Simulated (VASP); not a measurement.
Input:

```yaml
crystal:
  lattice:
    - [0.00000, 3.13170, 3.13170]
    - [3.13170, 0.00000, 3.13170]
    - [3.13170, 3.13170, 0.00000]
  atoms:
    - { symbol: K, position: [0.00000, 0.00000, 0.00000] }
    - { symbol: Cl, position: [0.50000, 0.50000, 0.50000] }
```

Computed with SCAN meta-GGA, VASP's PBE PAW potentials (set 64) (plane waves; VASP). Numerical set-up: 520 eV cut-off, 8×8×8 Γ-centred mesh, tetrahedra with Blöchl corrections, potentials K_sv Cl.

Question: Predict the energy per atom (σ→0), band gap (over mesh and band path) with the smallest direct gap where there is one.

Answer: 
```yaml
band gap (over mesh and band path): 5.83 eV
smallest direct gap (over mesh and band path): 5.83 eV
energy per atom (σ→0): -10341 meV/atom
```

The compound is KCl in the rock salt structure. It was relaxed first.
